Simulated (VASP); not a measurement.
OSZICAR of a VASP run on ZnS (zinc blende):

File OSZICAR:
```
       N       E                     dE             d eps       ncg     rms          rms(c)
DAV:   1     0.885612871825E+02    0.88561E+02   -0.92697E+03   910   0.166E+03
DAV:   2    -0.133783708762E+01   -0.89899E+02   -0.85084E+02   985   0.285E+02
DAV:   3    -0.787162797221E+01   -0.65338E+01   -0.65006E+01  1105   0.765E+01
DAV:   4    -0.795970671155E+01   -0.88079E-01   -0.88041E-01  1045   0.949E+00
DAV:   5    -0.796100827898E+01   -0.13016E-02   -0.13015E-02  1100   0.114E+00    0.643E+00
DAV:   6    -0.757632496993E+01    0.38468E+00   -0.10153E+00  1271   0.389E+01    0.505E+00
DAV:   7    -0.756201679965E+01    0.14308E-01   -0.30412E-01   950   0.577E+00    0.241E+00
DAV:   8    -0.755903122803E+01    0.29856E-02   -0.51251E-03  1075   0.703E-01    0.633E-01
DAV:   9    -0.755885031283E+01    0.18092E-03   -0.76946E-04  1082   0.357E-01    0.118E-01
DAV:  10    -0.755894135827E+01   -0.91045E-04   -0.19413E-04  1063   0.194E-01    0.655E-02
DAV:  11    -0.755894075485E+01    0.60341E-06   -0.49852E-05  1110   0.156E-01    0.923E-03
DAV:  12    -0.755894099823E+01   -0.24337E-06   -0.24744E-06  1320   0.332E-02    0.327E-03
DAV:  13    -0.755894109465E+01   -0.96426E-07   -0.69240E-07   945   0.155E-02
   1 F= -.75589411E+01 E0= -.75589411E+01  d E =-.288149E-13
```

### Question
Which electronic solver shows in the log?

### Answer
It is blocked Davidson (ALGO = Normal, or the opening steps of other solvers). The INCAR had ALGO = Normal.

### Question
Can the final energy be trusted as converged?

### Answer
Self-consistency was reached. It stopped with EDIFF = 1E-7, NELM = 100 (PBEsol GGA, plane waves, VASP's PBE PAW potentials (set 64)).

The compound is ZnS in the zinc blende structure. This cell is one point of a volume scan, at 1.06 of the reference volume.
